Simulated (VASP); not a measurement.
Hf2O3:

```
CELL_PARAMETERS angstrom
5.08000 0.00000 0.00000
0.00000 5.08000 0.00000
0.00000 0.00000 5.08000
ATOMIC_POSITIONS crystal
Hf 0.00000 0.00000 0.00000
Hf 0.00000 0.50000 0.50000
Hf 0.50000 0.00000 0.50000
Hf 0.50000 0.50000 0.00000
O 0.25000 0.75000 0.25000
O 0.25000 0.75000 0.75000
O 0.75000 0.25000 0.25000
O 0.75000 0.25000 0.75000
O 0.75000 0.75000 0.25000
O 0.75000 0.75000 0.75000
```

The cell was built by a generator and needn't be a form met in nature.

* Program: VASP 6.6.1
* Task: relaxation of cell and atoms
* Functional: PBE
* Potentials or basis: VASP PAW PBE potentials, release 64 (Hf_pv, O)
* Cutoff: 600 eV
* k mesh: 4 × 4 × 4
* Occupations: gaussian, width 0.05 eV
* Spin: no spin polarisation

At the start: pressure -6.7 GPa; volume 13.11 Å³/atom.

Task: How do energy, volume and symmetry change on relaxing?

Result: Over 6 steps the energy falls by 15.6 meV/atom and the volume is 12.75 Å³/atom (-2.8 %); space group P4_2/mcm (No. 132, to 0.05 Å).

The path:
```
step  energy change (eV)  largest force (eV/Å)  pressure (GPa)  volume (Å³)
   1              0.0000                0.9698           -6.69       131.10
   2              0.1458                1.0558           13.55       120.96
   3             -0.1454                0.2020            0.82       126.75
   4             -0.1454                0.1855            0.97       126.67
   5             -0.1556                0.0033           -0.09       127.56
   6             -0.1558                0.0158            0.00       127.47
```

Final structure:
```
CELL_PARAMETERS angstrom
5.00465 0.00000 0.00000
0.00000 5.00465 0.00000
0.00000 0.00000 5.08940
ATOMIC_POSITIONS crystal
Hf 0.99611 0.99611 0.00000
Hf 0.99611 0.50389 0.50000
Hf 0.50389 0.99611 0.50000
Hf 0.50389 0.50389 0.00000
O 0.25000 0.75000 0.25000
O 0.25000 0.75000 0.75000
O 0.75000 0.25000 0.25000
O 0.75000 0.25000 0.75000
O 0.75000 0.75000 0.25000
O 0.75000 0.75000 0.75000
```
